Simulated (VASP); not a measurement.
Output of a VASP run:

OSZICAR:
```
       N       E                     dE             d eps       ncg     rms          rms(c)
DAV:   1     0.777119280394E+02    0.77712E+02   -0.74523E+03 15428   0.108E+03
DAV:   2    -0.121070262308E+02   -0.89819E+02   -0.80890E+02 15099   0.228E+02
DAV:   3    -0.146826504560E+02   -0.25756E+01   -0.24900E+01 18650   0.463E+01
DAV:   4    -0.147114229181E+02   -0.28772E-01   -0.28753E-01 16875   0.430E+00
DAV:   5    -0.147122427350E+02   -0.81982E-03   -0.81980E-03 19725   0.821E-01    0.203E+01
DAV:   6    -0.182729502340E+02   -0.35607E+01   -0.16675E+01 15543   0.830E+01    0.258E+01
DAV:   7    -0.143633419309E+02    0.39096E+01   -0.14784E+01 18951   0.963E+01    0.953E+00
DAV:   8    -0.140237827070E+02    0.33956E+00   -0.76889E-01 19787   0.140E+01    0.281E+00
DAV:   9    -0.139918344267E+02    0.31948E-01   -0.33915E-02 22832   0.294E+00    0.941E-01
DAV:  10    -0.139867808259E+02    0.50536E-02   -0.24672E-03 22161   0.853E-01    0.512E-01
DAV:  11    -0.139854552930E+02    0.13255E-02   -0.12208E-03 20867   0.352E-01    0.190E-01
DAV:  12    -0.139852419351E+02    0.21336E-03   -0.26558E-04 19652   0.168E-01    0.658E-02
DAV:  13    -0.139852357819E+02    0.61532E-05   -0.19574E-05 22051   0.478E-02    0.358E-02
DAV:  14    -0.139852428770E+02   -0.70951E-05   -0.48325E-05 19199   0.624E-02    0.140E-02
DAV:  15    -0.139852482529E+02   -0.53759E-05   -0.20472E-05 14254   0.369E-02    0.761E-03
DAV:  16    -0.139852512365E+02   -0.29837E-05   -0.10157E-05 10350   0.248E-02    0.575E-03
DAV:  17    -0.139852532543E+02   -0.20178E-05   -0.24036E-05 15240   0.364E-02    0.394E-03
DAV:  18    -0.139852546517E+02   -0.13973E-05   -0.17733E-05 12434   0.300E-02    0.305E-03
DAV:  19    -0.139852553792E+02   -0.72756E-06   -0.12419E-05 11390   0.248E-02    0.233E-03
DAV:  20    -0.139852562334E+02   -0.85418E-06   -0.94139E-07  9259   0.103E-02
   1 F= -.13985256E+02 E0= -.13985569E+02  d E =0.938348E-03  mag=    -0.0000
```

OUTCAR:
```
------------------------ aborting loop because EDIFF is reached ----------------------------------------
  FORCE on cell =-STRESS in cart. coord.  units (eV):
  Direction    XX          YY          ZZ          XY          YZ          ZX
  --------------------------------------------------------------------------------------
  Total       -2.8159691     -3.6696587     -1.9655215      0.0000000      0.0000000      0.0000000
  in kB     -161.0091059   -209.8206482   -112.3829337      0.0000000      0.0000000      0.0000000
  external PRESSURE =    -161.0708960 kB  Pullay stress =       0.0000000 kB
  volume of cell :       28.02
      direct lattice vectors                 reciprocal lattice vectors
     2.727471000  0.000000000  0.000000000     0.366640012  0.000000000  0.000000000
     0.000000000  2.794087000  0.000000000     0.000000000  0.357898662  0.000000000
     0.000000000  0.000000000  3.676952000     0.000000000  0.000000000  0.271964388
 POSITION                                       TOTAL-FORCE (eV/Angst)
 -----------------------------------------------------------------------------------
      0.00000      0.00000      0.00000         0.307253      0.000000      0.000000
      1.44081      1.39704      1.83848        -0.307253      0.000000      0.000000
 -----------------------------------------------------------------------------------
    total drift:                               -0.000119      0.000000     -0.000000
  FREE ENERGIE OF THE ION-ELECTRON SYSTEM (eV)
  ---------------------------------------------------
  free  energy   TOTEN  =       -13.9852562334 eV

  energy  without entropy=      -13.9861945812  energy(sigma->0) =      -13.98556902

 total charge

# of ion       s       p       d       tot
------------------------------------------
    1        0.391   0.422   6.226   7.040
    2        0.705   0.646   7.938   9.289
--------------------------------------------------
tot          1.096   1.068  14.164  16.328

 magnetization (x)

# of ion       s       p       d       tot
------------------------------------------
    1        0.000  -0.000   0.000   0.000
    2       -0.000  -0.000  -0.000  -0.000
--------------------------------------------------
tot          0.000  -0.000   0.000   0.000
```
(Selected blocks of OUTCAR.)

POSCAR:
```
FePt
1
    2.7274710000     0.0000000000     0.0000000000
    0.0000000000     2.7940870000     0.0000000000
    0.0000000000     0.0000000000     3.6769520000
Fe Pt
1 1
Direct
  0.0000000000   0.0000000000   0.0000000000
  0.5282590000   0.5000000000   0.5000000000
```

Question: Write an INCAR and KPOINTS that could have produced this output.

Answer: This is not unique; one that fits is the input of the run itself, PBE GGA, plane waves, VASP's PBE PAW potentials (set 64).

**INCAR**
```
ALGO = Normal
EDIFF = 1E-6
ENCUT = 400
GGA = PE
ISIF = 2
ISMEAR = 1
ISPIN = 2
LASPH = .True.
LCHARG = .False.
LMAXMIX = 6
LORBIT = 10
LREAL = .False.
LWAVE = .False.
MAGMOM = 3.0 0.0
NELM = 100
NUPDOWN = 0
PREC = Accurate
SIGMA = 0.1
SYSTEM = FePt
```

File KPOINTS:
```
Automatic
0
G
 12 12 9
```

POTCAR, in this order: Fe Pt (PBE.64 set). Program: vasp_std.

The compound is FePt in the L1_0 structure. The cell was not relaxed at this level, atoms are displaced from their ideal sites. The run is one of a series of settings (NUPDOWN = 0 against the base run), some of them coarse on purpose.
